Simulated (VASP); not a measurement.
A convergence study with VASP on CdSe (zinc blende): one setting is varied, all else stays as given below, so the limit is that of these other settings.

```
CELL_PARAMETERS angstrom
      0.00000     3.02500     3.02500
      3.02500     0.00000     3.02500
      3.02500     3.02500     0.00000
ATOMIC_POSITIONS crystal
  Cd 0.00000 0.00000 0.00000
  Se 0.25000 0.25000 0.25000
```

Level of theory: PBE GGA, VASP's PBE PAW potentials (set 64) (plane waves; VASP 6.6.1). The tightest run used: 550 eV cut-off, 17×17×17 Γ-centred mesh, Gaussian smearing of 0.050 eV, potentials Cd Se.

Question: The settings run are 1×1×1 mesh; 2×2×2 mesh; 3×3×3 mesh; 5×5×5 mesh; 6×6×6 mesh; 7×7×7 mesh; 8×8×8 mesh; 10×10×10 mesh; 11×11×11 mesh; 12×12×12 mesh; 13×13×13 mesh; 14×14×14 mesh; 16×16×16 mesh; 17×17×17 mesh. From which on does the energy per atom stay within 0.002 eV/atom of the tightest run?

Answer: From 7×7×7 mesh on: it is off by 0.0009 there and by no more than 0.002 in any finer run, while 6×6×6 mesh is off by 0.0025.
| setting | E (eV/atom) | pressure (GPa) | irreducible k-points | difference judged (eV/atom) |
|---|---|---|---|---|
| 1×1×1 mesh | 3.0560 | 48.52 | 1 | 5.7795 |
| 2×2×2 mesh | -2.1424 | 7.96 | 3 | 0.5811 |
| 3×3×3 mesh | -2.6163 | 4.97 | 4 | 0.1072 |
| 5×5×5 mesh | -2.7162 | 4.16 | 10 | 0.0073 |
| 6×6×6 mesh | -2.7210 | 4.12 | 16 | 0.0025 |
| 7×7×7 mesh | -2.7226 | 4.11 | 20 | 0.0009 |
| 8×8×8 mesh | -2.7231 | 4.11 | 29 | 0.0004 |
| 10×10×10 mesh | -2.7234 | 4.11 | 47 | 0.0001 |
| 11×11×11 mesh | -2.7235 | 4.11 | 56 | 0.0001 |
| 12×12×12 mesh | -2.7235 | 4.11 | 72 | 0.0000 |
| 13×13×13 mesh | -2.7235 | 4.11 | 84 | 0.0000 |
| 14×14×14 mesh | -2.7235 | 4.11 | 104 | 0.0000 |
| 16×16×16 mesh | -2.7235 | 4.11 | 145 | 0.0000 |
| 17×17×17 mesh | -2.7235 | 4.11 | 165 | 0.0000 |

Left out are rungs that failed or repeat a setting and relaxations that didn't move; long series are thinned to 24 rows.

The compound is CdSe in the zinc blende structure, whereas wurtzite is the usual form. The cell was not relaxed at this level.
